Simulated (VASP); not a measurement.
Level of theory: LDA (Ceperley-Alder, Perdew-Zunger), VASP's LDA PAW potentials (set 64) (plane waves; VASP 6.6.1).

VASP ran on this input.

**POSCAR**
```
TiB2
1.0
  1.4979666555  -2.5945543809   0.0000000000
  1.4979666555   2.5945543809   0.0000000000
  0.0000000000   0.0000000000   3.1632563632
Ti B
1 2
direct
  0.0000000000   0.0000000000   1.0000000000
  0.3333330000   0.6666670000   0.5000000000
  0.6666670000   0.3333330000   0.5000000000
```

### INCAR
```
# general
SYSTEM  = TiB2
PREC    = Accurate
ENCUT   = 620
LREAL   = .FALSE.
LASPH   = .TRUE.   # aspherical one-centre terms

# electronic loop
EDIFF   = 1E-6
NELM    = 100   # most electronic steps
ALGO    = Normal   # blocked Davidson
LMAXMIX = 4

# smearing
ISMEAR  = 1
SIGMA   = 0.1

# ions
IBRION  = 2
NSW     = 40
ISIF    = 3   # ions, shape and volume
EDIFFG  = -0.02

# output
LWAVE   = .FALSE.
LCHARG  = .FALSE.
```

File KPOINTS:
```
K-points
0
Gamma
  12 12 10
0 0 0
```

POTCAR, in this order: Ti_sv B (LDA.64 set). Program: vasp_std.

The resulting files:

File OUTCAR:
```
 ion  position               nearest neighbor table
   1  0.000  0.000  0.000-   2 2.34   3 2.34   2 2.34   3 2.34   3 2.34   3 2.34   2 2.34   2 2.34
                             3 2.34   3 2.34   2 2.34   2 2.34
   2  0.333  0.667  0.500-   3 1.73   3 1.73   3 1.73   1 2.34   1 2.34   1 2.34   1 2.34   1 2.34
                             1 2.34
   3  0.667  0.333  0.500-   2 1.73   2 1.73   2 1.73   1 2.34   1 2.34   1 2.34   1 2.34   1 2.34
                             1 2.34
  LATTYP: Found a hexagonal cell.
 ALAT       =     2.9959333331
 C/A-ratio  =     1.0558500512
 Subroutine PRICEL returns:
 Original cell was already a primitive cell.
 Subroutine GETGRP returns: Found 24 space group operations
The static configuration has the point symmetry D_6h.
The dynamic configuration has the point symmetry D_6h.
 Subroutine INISYM returns: Found 24 space group operations
 Subroutine IBZKPT returns following result:
 Found    114 irreducible k-points:

 Following reciprocal coordinates:
            Coordinates               Weight
  0.000000  0.000000  0.000000      1.000000
  0.083333 -0.000000  0.000000      6.000000
  0.166667  0.000000  0.000000      6.000000
  0.250000  0.000000  0.000000      6.000000
  0.333333  0.000000  0.000000      6.000000
  0.416667  0.000000  0.000000      6.000000
  0.500000  0.000000  0.000000      3.000000
  0.083333  0.083333  0.000000      6.000000
  0.166667  0.083333  0.000000     12.000000
  0.250000  0.083333  0.000000     12.000000
  0.333333  0.083333  0.000000     12.000000
  0.416667  0.083333  0.000000     12.000000
  0.166667  0.166667  0.000000      6.000000
  0.250000  0.166667  0.000000     12.000000
  0.333333  0.166667  0.000000     12.000000
  0.416667  0.166667  0.000000      6.000000
  0.250000  0.250000  0.000000      6.000000
  0.333333  0.250000  0.000000     12.000000
  0.333333  0.333333  0.000000      2.000000
...
```

**OSZICAR**
```
       N       E                     dE             d eps       ncg     rms          rms(c)
DAV:   1     0.138710457819E+03    0.13871E+03   -0.10441E+04  2964   0.181E+03
DAV:   2    -0.215219406447E+02   -0.16023E+03   -0.15611E+03  3014   0.425E+02
DAV:   3    -0.318147679402E+02   -0.10293E+02   -0.10109E+02  4297   0.100E+02
DAV:   4    -0.322133479484E+02   -0.39858E+00   -0.39669E+00  3907   0.178E+01
DAV:   5    -0.322220486633E+02   -0.87007E-02   -0.87003E-02  4291   0.245E+00    0.173E+01
DAV:   6    -0.268990289969E+02    0.53230E+01   -0.26582E+01  3909   0.613E+01    0.386E+00
DAV:   7    -0.269249514812E+02   -0.25922E-01   -0.17425E+00  3332   0.161E+01    0.349E+00
DAV:   8    -0.269284512924E+02   -0.34998E-02   -0.15528E-01  4351   0.356E+00    0.748E-01
DAV:   9    -0.269238483605E+02    0.46029E-02   -0.60512E-02  3976   0.344E+00    0.299E-01
DAV:  10    -0.269230853657E+02    0.76299E-03   -0.59097E-03  3756   0.109E+00    0.733E-02
DAV:  11    -0.269230621370E+02    0.23229E-04   -0.23583E-04  4154   0.189E-01    0.587E-02
DAV:  12    -0.269230435062E+02    0.18631E-04   -0.12577E-04  3839   0.150E-01    0.116E-02
DAV:  13    -0.269230422212E+02    0.12851E-05   -0.15579E-05  3796   0.543E-02    0.358E-03
DAV:  14    -0.269230420741E+02    0.14710E-06   -0.43172E-07  1667   0.937E-03
   1 F= -.26923042E+02 E0= -.26922795E+02  d E =-.269230E+02
```

File OUTCAR:
```
------------------------ aborting loop because EDIFF is reached ----------------------------------------
  FORCE on cell =-STRESS in cart. coord.  units (eV):
  Direction    XX          YY          ZZ          XY          YZ          ZX
  --------------------------------------------------------------------------------------
  Total       -0.0117800     -0.0117800     -0.0393140      0.0000000      0.0000000      0.0000000
  in kB       -0.7675838     -0.7675839     -2.5617031      0.0000000      0.0000000      0.0000000
  external PRESSURE =      -1.3656236 kB  Pullay stress =       0.0000000 kB
  volume of cell :       24.59
      direct lattice vectors                 reciprocal lattice vectors
     1.497966655 -2.594554381  0.000000000     0.333785801 -0.192711320  0.000000000
     1.497966655  2.594554381  0.000000000     0.333785801  0.192711320  0.000000000
     0.000000000  0.000000000  3.163256363     0.000000000  0.000000000  0.316129926
 POSITION                                       TOTAL-FORCE (eV/Angst)
 -----------------------------------------------------------------------------------
      0.00000      0.00000      0.00000         0.000000     -0.000000     -0.000000
      1.49797      0.86485      1.58163        -0.000000      0.000000     -0.000000
      1.49797     -0.86485      1.58163         0.000000     -0.000000      0.000000
 -----------------------------------------------------------------------------------
    total drift:                                0.000000     -0.000000      0.000000
  FREE ENERGIE OF THE ION-ELECTRON SYSTEM (eV)
  ---------------------------------------------------
  free  energy   TOTEN  =       -26.9230420741 eV

  energy  without entropy=      -26.9223014732  energy(sigma->0) =      -26.92279521

 reached required accuracy - stopping structural energy minimisation
```
(Selected blocks of OUTCAR.)

The compound is TiB2 in the AlB2 type structure. It was relaxed first.
